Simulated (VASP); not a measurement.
Set up this calculation in VASP 6.6.1, as the native input.

```yaml
Task: single point
Functional: PBEsol
Potentials_or_basis: VASP PAW PBE potentials, release 64 (Tl_d, Mo_sv, S)
Cutoff: 520 eV
k_mesh: 6 × 6 × 6
Occupations: gaussian, width 0.05 eV
Spin: collinear spin, random start
Starting_moments: "[0.0, 0.36, 0.0, 0.0] μB"
Hubbard_terms: Mo d U = 8 eV
Further_INCAR_settings: ALGO = Fast; EDIFF = 1e-06
```

The structure of TlMoS2 lies in POSCAR:

```
TlMoS2
1.0
    1.9371054200      1.1183883400      7.0324318700
   -1.9371054200      1.1183883400      7.0324318700
    0.0000000000     -2.2367766700      7.0324318700
Tl Mo S
1 1 2
Direct
    0.5000000000      0.5000000000      0.5000000000
    0.0000000000      0.0000000000      0.0000000000
    0.2667000000      0.2667000000      0.2667000000
    0.7333000000      0.7333000000      0.7333000000
```

The cell comes from a database or a generator and needn't be the stable form of this composition.

One way to write it, as run:

INCAR

```
SYSTEM = TlMoS2
ALGO = Fast
EDIFF = 1E-6
ENCUT = 520
GGA = PS
ISIF = 2
ISMEAR = 0
ISPIN = 2
LASPH = .True.
LCHARG = .False.
LDAU = .True.
LDAUJ = 0 0 0
LDAUL = -1 2 -1
LDAUPRINT = 1
LDAUTYPE = 2
LDAUU = 0 8 0
LMAXMIX = 4
LORBIT = 11
LREAL = .False.
LWAVE = .False.
MAGMOM = 0 0.36 0 0
NELM = 100
PREC = Accurate
SIGMA = 0.05
```

KPOINTS

```
k-points
0
Gamma
  6 6 6
  0 0 0
```

Potentials or basis: VASP PAW PBE potentials, release 64 (Tl_d, Mo_sv, S).

The run is started by

```sh
$ cat potpaw_PBE.64/Tl_d/POTCAR potpaw_PBE.64/Mo_sv/POTCAR potpaw_PBE.64/S/POTCAR > POTCAR
$ mpirun -np 1 vasp_std > vasp.out
```

It gave:

| Item | Value |
| --- | --- |
| Pressure | -1.1 GPa |
| Largest force | 0.618 eV/Å |
| Band gap on the k mesh | 0.89 eV, indirect (least direct gap 1.71 eV) |
| Net moment | 3.00 μB per cell |
| Site moments | Tl -0.02; Mo +2.96; S -0.06 μB |
| Valence electrons inside the program's atomic spheres | Tl 11.16; Mo 11.97; S 3.71 |

Caveat: the PAW data sets were made with another functional, which shifts forces and pressure a little; spin-orbit coupling is left out, which as a rule narrows the gap of such compounds by several tenths of an eV.

It took 9.7 min on 1 thread of AMD EPYC 7R13 Processor (Zen 3), on a shared host, peak memory 0.58 GiB.
